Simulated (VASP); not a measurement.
Energy against volume of Ge (diamond). Computed with PBE GGA with D4 dispersion, VASP's PBE PAW potentials (set 64) (plane waves; VASP 6.6.1). Numerical set-up: 520 eV cut-off, 11×11×11 Γ-centred mesh, first-order Methfessel-Paxton smearing of 0.10 eV, potentials Ge_d.

```tsv
V (Å³/atom)	E (eV/atom)
22.355	-4.82792
23.046	-4.83279
23.738	-4.82919
24.429	-4.81855
```

Question: Fit these four points and predict the energy of the run at 21.663 Å³/atom.

Answer: A cubic in V^(−2/3), the third-order Birch-Murnaghan form, passes through the four points with V0 = 23.08 Å³/atom and B0 = 65 GPa, and gives -4.8129 eV/atom there. The run gave -4.8129 eV/atom, -0.0 meV/atom from the fit; all five points give B0 = 65 GPa.

The compound is Ge in the diamond structure. It was relaxed first.
